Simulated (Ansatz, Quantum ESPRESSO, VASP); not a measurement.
# SnO2 (P4_2/mnm, 6 atoms in the cell) computed with different codes at matched settings

Self-consistent single point.

```
CELL_PARAMETERS angstrom
      4.74000     0.00000     0.00000
      0.00000     4.74000     0.00000
      0.00000     0.00000     3.19000
ATOMIC_POSITIONS crystal
  Sn 0.00000 0.00000 0.00000
  Sn 0.50000 0.50000 0.50000
  O  0.30700 0.30700 0.00000
  O  0.80700 0.19300 0.50000
  O  0.19300 0.80700 0.50000
  O  0.69300 0.69300 0.00000
```

Shared settings, as Ansatz (a first-principles code) writes them: kpoints.mp_grid.grid = 4 4 6; scf.occupations.method = fermi_dirac; scf.occupations.width = 0.01 eV. Potentials and cutoffs stand in the table.

```csv
code,model,pressure (GPa),largest force (eV/Å),gap on the mesh (eV),cutoff
VASP,"PBE, VASP's PBE PAW potentials (set 64)",5.77,0.280,–,400 eV
Quantum ESPRESSO,"PBE, GBRV 1.5 ultrasoft (PBE) pseudopotentials",10.98,0.252,1.264,40 Ry
Ansatz,"PBE, default PAW files",9.71,0.247,1.254,default
```

A dash marks a value that a program does not give, or that is left out as unsure.

No gap is tabulated for VASP: it is not read from that output, or partly filled or unconverged empty levels leave it unsure.

Gaps are read on the mesh.

The spread over the programs that give each value: pressure within 5.21 GPa; largest force within 0.033 eV/Å; gap on the mesh within 0.010 eV.

Ansatz's pressure is given at a fixed set of plane waves, as the other plane-wave codes print theirs; with its correction for the finite basis it is 10.56 GPa (the shift of 0.85 GPa shows how far the cutoff is from converged).

On the base mesh (4 4 5) the same programs gave: Ansatz pressure 9.71 GPa, gap on the mesh 1.254 eV; Quantum ESPRESSO pressure 10.97 GPa, gap on the mesh 1.264 eV; VASP pressure 5.78 GPa.

VASP's run is marked for a possible Pulay error in its stress at this cutoff; no cutoff test was made.

The starting cell has typed, rounded lattice constants, without a prior relaxation at this level.

Left out of this page: ABINIT (with a known weakness of the program); GPAW and SIESTA (not drawn, or without a comparable value); CP2K (on another mesh).

Keys are those of Ansatz 0.2.
